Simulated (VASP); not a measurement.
Here is the system:

```
CELL_PARAMETERS angstrom
      0.00000     2.02500     2.02500
      2.02500     0.00000     2.02500
      2.02500     2.02500     0.00000
ATOMIC_POSITIONS crystal
  Al 0.00000 0.00000 0.00000
```

Computed with PBE GGA, VASP's PBE PAW potentials (set 64) (plane waves; VASP). Run with 300 eV cut-off, 9×9×9 Γ-centred mesh, Fermi-Dirac smearing of 0.050 eV, potentials Al.

Problem. Give the energies of bands 1 to 4 at the high-symmetry points, in eV from the Fermi level.

Solution. 
| band | Γ | X | U | L | W |
|---|---|---|---|---|---|
| 1 | -11.06 | -2.88 | -1.85 | -4.54 | -0.81 |
| 2 | 12.65 | -1.57 | -1.32 | -4.34 | -0.81 |
| 3 | 12.65 | 5.31 | -0.38 | 11.37 | 0.21 |
| 4 | 12.65 | 5.59 | 6.56 | 11.37 | 1.10 |

It has no gap at this level: it comes out as a metal or semimetal.

The structure is a typed Al crystal (Fm-3m). The cell was not relaxed at this level.
